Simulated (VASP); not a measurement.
Here is a VASP 6.6.1 calculation.

The input INCAR:

```
ALGO     = Normal         # electronic algorithm
EDIFF    = 1E-7           # SCF threshold, eV
ENCUT    = 520            # plane-wave cutoff, eV
GGA      = PE             # functional
ISIF     = 2              # what is computed and relaxed
ISMEAR   = 0              # smearing method
KPAR     = 4            
LASPH    = True           # aspherical terms in the spheres
LCHARG   = False          # write CHGCAR
LREAL    = False          # projectors in reciprocal space
LWAVE    = False          # write WAVECAR
NBANDS   = 11             # bands
NELM     = 80             # most SCF steps
PREC     = Accurate       # precision mode
SIGMA    = 0.03           # smearing width, eV
```

The input KPOINTS:

```
k-points
0
Gamma
  8 8 8
```

Contents of POSCAR:

```
MgO                                     
1.0
    0.0000000000      2.1224813280      2.1224813280
    2.1224813280      0.0000000000      2.1224813280
    2.1224813280      2.1224813280      0.0000000000
  Mg              O             
     1     1
Direct
     0.0000000000000000    0.0000000000000000    0.0000000000000000
     0.5000000000000000    0.5000000000000000    0.5000000000000000
```

File KPOINTS_OPT:

```
explicit points
9
Reciprocal
 0.0000000000  0.0000000000  0.0000000000 1
 0.3750000000  0.3750000000  0.7500000000 1
 0.5000000000  0.5000000000  0.5000000000 1
 0.6250000000  0.2500000000  0.6250000000 1
 0.5000000000  0.2500000000  0.7500000000 1
 0.5000000000  0.0000000000  0.5000000000 1
 0.4000000000  0.0000000000  0.4000000000 1
 0.4250000000  0.0000000000  0.4250000000 1
 0.4500000000  0.0000000000  0.4500000000 1
```

Potentials or basis: VASP PAW PBE potentials, release 64 (Mg, O).

The run is started by

```sh
$ cat potpaw_PBE.64/Mg/POTCAR potpaw_PBE.64/O/POTCAR > POTCAR
$ mpirun -np 4 vasp_std > vasp.out
```

Predict the band gap on the k mesh.

4.50 eV, direct.

Predict the pressure.

0.2 GPa.

Predict the band gap along the path.

4.50 eV, direct.

**Measured values to compare with.**

“Electronic structure of alkaline earth and post-transition metal oxides”, 2009, arxiv:0908.1581 quotes, for a bulk crystal of MgO: band gap 7.83 eV.

Against the measured gap of MgO, 7.83 eV (quoted in “Electronic structure of alkaline earth and post-transition metal oxides”, 2009, arxiv:0908.1581), the calculated 4.50 eV is off by -3.33 eV. The value is that of PBE, without temperature or zero-point motion. Semilocal functionals fall short of measured gaps as a rule.
